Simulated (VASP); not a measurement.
An input for Ansatz (written as the equivalent of a VASP run, and not itself run):

Ansatz 0.2 input:
```yaml
crystal:
  lattice:
    - [2.9666612, 0.0000000, 0.0000000]
    - [0.0000000, 2.9666612, 0.0000000]
    - [0.0000000, 0.0000000, 2.9666612]
  atoms:
    - { symbol: Zn, position: [0.5000000, 0.5000000, 0.5000000] }
    - { symbol: Au, position: [0.0000000, 0.0000000, 0.0000000] }
kpoints:
  mp_grid: { grid: [12, 12, 12] }
hamiltonian:
  xc: lda
  pseudopotentials: { kind: paw }
scf:
  occupations: { method: methfessel_paxton, width: 0.1 }
  max_iter: 100
relax:
  max_steps: 40
  f_tol: 0.02
  cell: { p_target: 30 }
output: { forces: true, stress: true, eigenvalues: true }
```

Q: Write the VASP files for the same calculation (LDA).

A: One answer among several that fit: 
### KPOINTS
```
Automatic mesh
0
Gamma
12 12 12
0 0 0
```

File POSCAR:
```
AuZn
1
    2.9666612343     0.0000000000    -0.0000000000
    0.0000000000     2.9666612343    -0.0000000000
    0.0000000000     0.0000000000     2.9666612343
Zn Au
1 1
Direct
  0.5000000000   0.5000000000   0.5000000000
  0.0000000000   0.0000000000   0.0000000000
```

### INCAR
```
! general
SYSTEM =AuZn
PREC   =Accurate
ENCUT  =500
LREAL  =.FALSE.
LASPH  =.TRUE.

! electronic loop
EDIFF  =1E-6
NELM   =100
ALGO   =Normal
LMAXMIX=6

! smearing
ISMEAR =1
SIGMA  =0.1

! ions
IBRION =2
NSW    =40
ISIF   =3
EDIFFG =-0.02
PSTRESS=300

! output
LWAVE  =.FALSE.
LCHARG =.FALSE.
```

POTCAR, in this order: Zn Au (LDA.64 set). Program: vasp_std.

What does not carry over: each code has its own PAW files, so the cut-off isn't converted (ENCUT is set for VASP's; basis.ecutwfc is left out, and Ansatz then takes the one that its files recommend); Ansatz stops its SCF on the density residual and VASP on the energy change (EDIFF); Ansatz's lda is the Perdew-Wang form, while the LDA potentials of VASP carry Perdew-Zunger's.

The compound is AuZn in the CsCl type structure. It was relaxed first under an external pressure of 30 GPa.
